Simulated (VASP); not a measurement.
**BiB (zincblende), r²SCAN single-point calculation: Ansatz's output and VASP's**

```xyz
2
Lattice="0.0000 2.7449 2.7449 2.7449 0.0000 2.7449 2.7449 2.7449 0.0000" Properties=species:S:1:pos:R:3 pbc="T T T"
B     0.0000    0.0000    0.0000
Bi    1.3724    1.3724    1.3724
```

Ansatz printed

```
SCF 1 converged in 6 iterations: F = -12566.080196 eV  dr2 = 1.24e-8
  greatest PAW one-centre occupation: 0.985 electrons in one spin orbital (limit 2), on the Bi atom at site 1 (counted from 0), in its partial waves of l = 2
NSCF: frozen V_eff on 6 k-points
SCF converged after 6 iterations
Free energy (F): -12566.080196 eV
Harris-Foulkes:  -12566.080196 eV  (|F-HF|=2.47e-9)
Internal energy: -12566.080196 eV  (E = F + TS)
E sigma→0 (E₀):  -12566.080196 eV
Fermi energy:    10.517040 eV
--- Per-component energies (eV) ---
  E_band       = -100.915715
  E_kinetic    = 346.451248
  E_local      = -1551.474381  (includes V_loc(G=0)·N_el)
  E_nonlocal   = 573.505636
  E_hartree    = 506.569273
  E_xc         = -169.114803
  E_vxc        = -193.062777  (∫ρ·V_xc dr)
  E_paw        = -10771.161014  (= ΣΔE_a)
  E_vpaw       = -301.774303  (= ΣTr[D̂ρ^β])
  E_aug_tail   = -0.000291  (compensation charges beyond the density's cutoff)
  E_vtau       = 12.303439  (kinetic-family band-sum trace: ∫τ·v_τ [+ j·A + Jᵃ·Aᵃ] dr)
  E_ewald      = -1501.712970
  E_core_change = 0.857105  (= ΣΔE_core)
  E_smearing   = -0.000000  (= −TS)
  E_closure    = -0.000000  (closes the sum)
  Σ components = -12566.080196   (vs F -12566.080196, Δ=0.00e0)
--- Forces (eV/Å), atoms counted from 1 ---
  atom   1  B      0.00000000     0.00000000    -0.00000000
  atom   2  Bi    -0.00000000    -0.00000000     0.00000000
  max |Σ_I F_I| component: 3.70e-16 eV/Å
--- Stress (GPa, compression-positive) ---
       -0.023501       0.000000       0.000000
       -0.000000      -0.023501       0.000000
       -0.000000       0.000000      -0.023501
  P = ⅓ Tr σ = -0.0235 GPa (-0.235 kbar)
--- Band table (eV; the first three rows and the last of 29) ---
  k-point 0: bands = ["-13.4517", "-13.4517", "-13.4517", "-13.3504", "-13.3504", "-4.2939", "10.5170", "10.5170", "10.5170", "10.9062", "13.4484", "13.4484", "13.4484"]
  k-point 1: bands = ["-13.4507", "-13.4450", "-13.4450", "-13.3500", "-13.3500", "-4.0820", "8.2270", "10.1245", "10.1245", "11.6693", "13.9208", "13.9208", "14.1492"]
  k-point 2: bands = ["-13.4487", "-13.4319", "-13.4319", "-13.3460", "-13.3460", "-3.4728", "5.5651", "9.4600", "9.4600", "11.4081", "14.6274", "14.6274", "15.6657"]
  k-point 28: bands = ["-13.4485", "-13.4076", "-13.3746", "-13.3542", "-13.3339", "-1.0026", "2.4604", "5.7510", "6.1537", "14.1614", "14.7310", "15.8530", "16.9205"]
```

Datasets and cutoffs are each program's own. VASP's cell holds 18 valence electrons and Ansatz's 18. Ansatz's stress includes a Pulay correction; VASP's doesn't.

Problem. What does VASP give for the same cell and level of theory?

Solution. gap between bands v and c 0.39 eV; least direct gap 0.39 eV; pressure -0.1 GPa.

From OUTCAR

```
k-points           NKPTS =     29   k-points in BZ     NKDIM =     29   number of bands    NBANDS=     16

   NELECT =      18.0000    total number of electrons

   dimension x,y,z NGX =    30 NGY =   30 NGZ =   30
   dimension x,y,z NGXF=    60 NGYF=   60 NGZF=   60

  energy-cutoff  :      520.00
  volume of cell :       41.36
      direct lattice vectors                 reciprocal lattice vectors
     0.000000000  2.744874463  2.744874463    -0.182157693  0.182157693  0.182157693
     2.744874463  0.000000000  2.744874463     0.182157693 -0.182157693  0.182157693
     2.744874463  2.744874463  0.000000000     0.182157693  0.182157693 -0.182157693

 k-points in reciprocal lattice and weights: KPOINTS created by Atomic Simulation Env
   0.00000000  0.00000000  0.00000000       0.002
   0.12500000  0.00000000  0.00000000       0.016
   0.25000000  0.00000000  0.00000000       0.016
   0.37500000  0.00000000  0.00000000       0.016
   0.50000000  0.00000000  0.00000000       0.008
   0.12500000  0.12500000  0.00000000       0.012
   0.25000000  0.12500000  0.00000000       0.047
   0.37500000  0.12500000  0.00000000       0.047
   ...

 E-fermi :   7.1802

 k-point     1 :       0.0000    0.0000    0.0000
  band No.  band energies     occupation
      1     -16.7797      2.00000
      2     -16.7797      2.00000
      3     -16.7797      2.00000
      4     -16.6778      2.00000
      5     -16.6778      2.00000
      6      -7.7376      2.00000
      7       7.0915      2.00000
      8       7.0915      2.00000
      9       7.0915      2.00000
     10       7.4849      0.00000
     11      10.0236      0.00000
     12      10.0236      0.00000
     13      10.0236      0.00000
     14      13.8559      0.00000
     15      18.2749      0.00000
     16      18.2749      0.00000

 k-point     2 :       0.1250    0.0000    0.0000
  band No.  band energies     occupation
      1     -16.7787      2.00000
      2     -16.7729      2.00000
      3     -16.7729      2.00000
      4     -16.6774      2.00000
      5     -16.6774      2.00000
      6      -7.5259      2.00000
      7       4.7992      2.00000
      8       6.6987      2.00000
      9       6.6987      2.00000
     10       8.2475      0.00000
     11      10.4963      0.00000
     12      10.4963      0.00000
     13      10.7283      0.00000
     14      15.0018      0.00000
     15      17.2595      0.00000
     16      17.2595      0.00000

 k-point     3 :       0.2500    0.0000    0.0000
  band No.  band energies     occupation
      1     -16.7767      2.00000
      2     -16.7596      2.00000
      3     -16.7596      2.00000
      4     -16.6733      2.00000
      5     -16.6733      2.00000
      6      -6.9174      2.00000
      7       2.1359      2.00000
      8       6.0340      2.00000
      9       6.0340      2.00000
     10       7.9848      0.00000
     11      11.2037      0.00000
     12      11.2037      0.00000
     13      12.2495      0.00000
     14      15.5232      0.00000
     15      16.9448      0.00000
     16      16.9448      0.00000

 k-point     4 :       0.3750    0.0000    0.0000
  band No.  band energies     occupation
      1     -16.7752      2.00000
      2     -16.7518      2.00000
      3     -16.7518      2.00000
      4     -16.6636      2.00000
      5     -16.6636      2.00000
      6      -6.0579      2.00000
      7      -0.0634      2.00000
      8       5.5457      2.00000
      9       5.5457      2.00000
     10       7.7126      0.00000
     11      11.4766      0.00000
     12      11.4766      0.00000
     13      13.3976      0.00000
     14      15.5633      0.00000
     15      17.8901      0.00000
     16      17.8901      0.00000

 k-point     5 :       0.5000    0.0000    0.0000
  band No.  band energies     occupation
      1     -16.7747      2.00000
      2     -16.7501      2.00000
      3     -16.7501      2.00000
      4     -16.6579      2.00000
      5     -16.6579      2.00000
      6      -5.5321      2.00000
      7      -1.0492      2.00000
      8       5.3720      2.00000
      9       5.3720      2.00000
     10       7.6168      0.00000
     11      11.4959      0.00000
     12      11.4959      0.00000
     13      13.5973      0.00000
     14      16.1241      0.00000
     15      18.9583      0.00000
     16      18.9583      0.00000

 k-point     6 :       0.1250    0.1250    0.0000
  band No.  band energies     occupation
      1     -16.7865      2.00000
      2     -16.7661      2.00000
      3     -16.7661      2.00000
      4     -16.6828      2.00000
      5     -16.6727      2.00000
      6      -7.4547      2.00000
      7       4.8843      2.00000
      8       6.0861      2.00000
      9       6.0861      2.00000
     10       8.9714      0.00000
     11       9.5267      0.00000
     12      11.2498      0.00000
     13      11.2498      0.00000
     14      15.4017      0.00000
     15      15.7160      0.00000
     16      18.9081      0.00000

 ...

  Total       -0.0164511     -0.0164511     -0.0164511     -0.0000000     -0.0000000     -0.0000000
  in kB       -0.6372493     -0.6372493     -0.6372493     -0.0000000     -0.0000000     -0.0000000
  external PRESSURE =      -0.6372493 kB  Pullay stress =       0.0000000 kB

 POSITION                                       TOTAL-FORCE (eV/Angst)
 -----------------------------------------------------------------------------------
      0.00000      0.00000      0.00000         0.000000      0.000000      0.000000
      1.37244      1.37244      1.37244        -0.000000     -0.000000     -0.000000
 -----------------------------------------------------------------------------------
    total drift:                                0.000000      0.000000      0.000000

  FREE ENERGIE OF THE ION-ELECTRON SYSTEM (eV)
  ---------------------------------------------------
  free  energy   TOTEN  =       -64.3083774973 eV

  energy  without entropy=      -64.3083774973  energy(sigma->0) =      -64.30837750
```
